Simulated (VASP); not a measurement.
Here is the system:

```yaml
crystal:
  lattice:
    - [3.85196, 0.00000, 0.00000]
    - [0.00000, 3.85196, 0.00000]
    - [0.00000, 0.00000, 3.85143]
  atoms:
    - { symbol: Ba, position: [0.00000, 0.00000, 0.99294] }
    - { symbol: Ti, position: [0.50000, 0.50000, 0.49360] }
    - { symbol: O, position: [0.50000, 0.50000, 0.99251] }
    - { symbol: O, position: [0.00000, 0.50000, 0.49248] }
    - { symbol: O, position: [0.50000, 0.00000, 0.49248] }
```

Computed with PBE GGA, VASP's PBE PAW potentials (set 64) (plane waves; VASP). Run with 620 eV cut-off, 6×6×6 Γ-centred mesh, Gaussian smearing of 0.050 eV, potentials Ba_sv Ti_sv O.

Unless said otherwise, spin-orbit coupling is left out, though it shifts the bands of the heavy elements here.

### Question
Estimate the energy per atom (σ→0), pressure, band gap (on the k-mesh) with the smallest direct gap where there is one.

### Answer

```yaml
band gap (on the k-mesh): 1.97 eV
smallest direct gap (on the k-mesh): 1.98 eV
energy per atom (σ→0): -7855 meV/atom
pressure: 30.20 GPa
```

The absolute energy has meaning only against runs of the same code, potentials and settings.

The compound is BaTiO3 in the tetragonal perovskite structure. It was relaxed first under an external pressure of 30 GPa.
